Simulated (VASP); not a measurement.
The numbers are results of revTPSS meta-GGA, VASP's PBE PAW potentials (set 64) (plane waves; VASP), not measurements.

VASP ran on this input.

### POSCAR
```
NiSi2
1
    0.0000000000     2.7132280435     2.7132280435
    2.7132280435     0.0000000000     2.7132280435
    2.7132280435     2.7132280435     0.0000000000
Si Ni
2 1
Direct
  0.2500000000   0.2500000000   0.2500000000
  0.7500000000   0.7500000000   0.7500000000
  0.0000000000   1.0000000000   0.0000000000
```

KPOINTS:
```
Automatic mesh
0
Gamma
10 10 10
0 0 0
```

**INCAR**
```
SYSTEM = NiSi2
PREC = Accurate
ENCUT = 520
EDIFF = 1E-7
NELM = 100
ALGO = Normal
LREAL = .FALSE.
LASPH = .TRUE.
ISMEAR = 1
SIGMA = 0.1
METAGGA = RTPSS
LMIXTAU = .TRUE.
LMAXMIX = 4
LWAVE = .FALSE.
LCHARG = .FALSE.
ISIF = 2
```

POTCAR, in this order: Si Ni (PBE.64 set). Program: vasp_std.

Output of the run:

OSZICAR:
```
       N       E                     dE             d eps       ncg     rms          rms(c)
DAV:   1     0.126674172864E+03    0.12667E+03   -0.97707E+03  1227   0.189E+03
DAV:   2     0.109154747552E+02   -0.11576E+03   -0.11032E+03  1432   0.398E+02
DAV:   3     0.315894622629E+01   -0.77565E+01   -0.76239E+01  1588   0.120E+02
DAV:   4     0.290219558199E+01   -0.25675E+00   -0.25550E+00  1858   0.232E+01
DAV:   5     0.289381557128E+01   -0.83800E-02   -0.83764E-02  1815   0.395E+00    0.114E+01
DAV:   6    -0.163935184570E+02   -0.19287E+02   -0.40498E+01  1222   0.892E+01    0.582E+00
DAV:   7    -0.161448503594E+02    0.24867E+00   -0.12470E+00  1837   0.137E+01    0.292E+00
DAV:   8    -0.162165313005E+02   -0.71681E-01   -0.25930E+00  1686   0.368E+01    0.626E+00
DAV:   9    -0.161187572431E+02    0.97774E-01   -0.10048E+00  1540   0.240E+01    0.879E-01
DAV:  10    -0.164008465107E+02   -0.28209E+00   -0.26333E-01  1267   0.764E+00    0.204E-01
DAV:  11    -0.164019423615E+02   -0.10959E-02   -0.14981E-02  1417   0.143E+00    0.172E-01
DAV:  12    -0.164098443298E+02   -0.79020E-02   -0.38726E-03  1449   0.797E-01    0.707E-02
DAV:  13    -0.164098056505E+02    0.38679E-04   -0.35403E-04  1503   0.255E-01    0.817E-02
DAV:  14    -0.164099116488E+02   -0.10600E-03   -0.40104E-04  1459   0.489E-01    0.159E-02
DAV:  15    -0.164099433342E+02   -0.31685E-04   -0.58449E-05  1372   0.149E-01    0.953E-03
DAV:  16    -0.164099643781E+02   -0.21044E-04   -0.88040E-06  1578   0.681E-02    0.478E-03
DAV:  17    -0.164099616746E+02    0.27035E-05   -0.93371E-07  1642   0.185E-02    0.989E-04
DAV:  18    -0.164099628507E+02   -0.11761E-05   -0.75036E-08   901   0.630E-03    0.689E-04
DAV:  19    -0.164099616403E+02    0.12104E-05   -0.24630E-08   801   0.389E-03    0.705E-05
DAV:  20    -0.164099622955E+02   -0.65521E-06   -0.51921E-09   781   0.108E-03    0.108E-04
DAV:  21    -0.164099621084E+02    0.18713E-06   -0.19139E-09   761   0.955E-04    0.711E-05
DAV:  22    -0.164099619992E+02    0.10921E-06   -0.60655E-10   716   0.277E-04    0.641E-05
DAV:  23    -0.164099621056E+02   -0.10644E-06   -0.16381E-10   711   0.209E-04    0.365E-05
DAV:  24    -0.164099620830E+02    0.22647E-07   -0.56794E-11   696   0.152E-04
   1 F= -.16409962E+02 E0= -.16409546E+02  d E =-.124856E-02
```

OUTCAR:
```
------------------------ aborting loop because EDIFF is reached ----------------------------------------
  FORCE on cell =-STRESS in cart. coord.  units (eV):
  Direction    XX          YY          ZZ          XY          YZ          ZX
  --------------------------------------------------------------------------------------
  Total       -1.0987083     -1.0987083     -1.0987083      0.0000000      0.0000000      0.0000000
  in kB      -44.0660468    -44.0660468    -44.0660468      0.0000000      0.0000000      0.0000000
  external PRESSURE =     -44.0660468 kB  Pullay stress =       0.0000000 kB
  volume of cell :       39.95
      direct lattice vectors                 reciprocal lattice vectors
     0.000000000  2.713228044  2.713228044    -0.184282335  0.184282335  0.184282335
     2.713228044  0.000000000  2.713228044     0.184282335 -0.184282335  0.184282335
     2.713228044  2.713228044  0.000000000     0.184282335  0.184282335 -0.184282335
 POSITION                                       TOTAL-FORCE (eV/Angst)
 -----------------------------------------------------------------------------------
      1.35661      1.35661      1.35661         0.000000      0.000000      0.000000
      4.06984      4.06984      4.06984        -0.000000     -0.000000     -0.000000
      0.00000      0.00000      0.00000        -0.000000      0.000000      0.000000
 -----------------------------------------------------------------------------------
    total drift:                                0.000000     -0.000000     -0.000000
  FREE ENERGIE OF THE ION-ELECTRON SYSTEM (eV)
  ---------------------------------------------------
  free  energy   TOTEN  =       -16.4099620830 eV

  energy  without entropy=      -16.4087135241  energy(sigma->0) =      -16.40954590
```
(Selected blocks of OUTCAR.)

### OUTCAR
```
 val. band max:       10.1997522299   @ k =   0.3000   0.2000   0.0000

 cond. band min:      10.2412398816   @ k =  -0.4000   0.5000   0.1000


 Fermi energy:        10.2299660374

 k-point     1 :       0.0000    0.0000    0.0000
  band No.  band energies     occupation
      1      -3.6065      2.00000
      2       5.0767      2.00000
      3       5.0767      2.00000
      4       5.0767      2.00000
      5       6.6999      2.00000
      6       6.6999      2.00000
      7       9.9726      2.00166
      8      11.9454     -0.00000
      9      11.9454     -0.00000
     10      11.9454     -0.00000
     11      12.4464      0.00000
     12      12.4465      0.00000
     13      12.4465      0.00000

 k-point     2 :       0.1000    0.0000    0.0000
  band No.  band energies     occupation
      1      -3.4583      2.00000
      2       4.7738      2.00000
      3       5.1229      2.00000
      4       5.1229      2.00000
      5       6.6731      2.00000
      6       6.6731      2.00000
      7       9.6603      2.00000
      8      10.8762     -0.00000
      9      11.2876     -0.00000
     10      11.2876     -0.00000
     11      13.1080      0.00000
     12      13.1080      0.00000
     13      13.9695      0.00000

 k-point     3 :       0.2000    0.0000    0.0000
  band No.  band energies     occupation
      1      -3.0174      2.00000
      2       3.9390      2.00000
      3       5.2426      2.00000
      4       5.2426      2.00000
      5       6.6274      2.00000
      6       6.6274      2.00000
      7       8.3611      2.00000
      8      10.4967     -0.00106
      9      10.4967     -0.00106
     10      11.0865     -0.00000
     11      12.9751      0.00000
     12      12.9751      0.00000
     13      13.9569      0.00000

 k-point     4 :       0.3000    0.0000    0.0000
  band No.  band energies     occupation
      1      -2.2955      2.00000
      2       2.7192      2.00000
      3       5.3765      2.00000
...
```

The compound is NiSi2 in the fluorite structure. This cell is one point of a volume scan, at 1.03 of the reference volume. The run is not spin-polarised, so no magnetic state was tried.
